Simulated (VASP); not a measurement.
```yaml
crystal:
  lattice:
    - [3.75897, 0.00000, 0.00000]
    - [0.00000, 3.75897, 0.00000]
    - [0.00000, 0.00000, 3.75897]
  atoms:
    - { symbol: Cd, position: [0.00000, 0.00000, 0.00000] }
    - { symbol: Te, position: [0.50000, 0.50000, 0.50000] }
```

Computed with r2SCAN meta-GGA, VASP's PBE PAW potentials (set 64) (plane waves; VASP). Settings: 400 eV cut-off, 11×11×11 Γ-centred mesh, tetrahedra with Blöchl corrections, potentials Cd Te.

**Question.** Give the energies of bands 7 to 12 at the high-symmetry points, in eV from the Fermi level.

**Answer.** 
```csv
band,Γ,X,M,R
7,-1.05,-6.14,-4.46,-2.40
8,-1.05,0.36,-4.46,-2.40
9,-1.05,0.36,-1.88,-2.40
10,-0.70,3.43,0.68,0.65
11,5.32,3.84,7.13,1.16
12,5.32,5.73,7.13,1.16
```

It has no gap at this level: it comes out as a metal or semimetal.

The structure was generated: CdTe was put into the CsCl type (Pm-3m), which need not be its known phase. It was relaxed first, which changed the volume by +16 %.
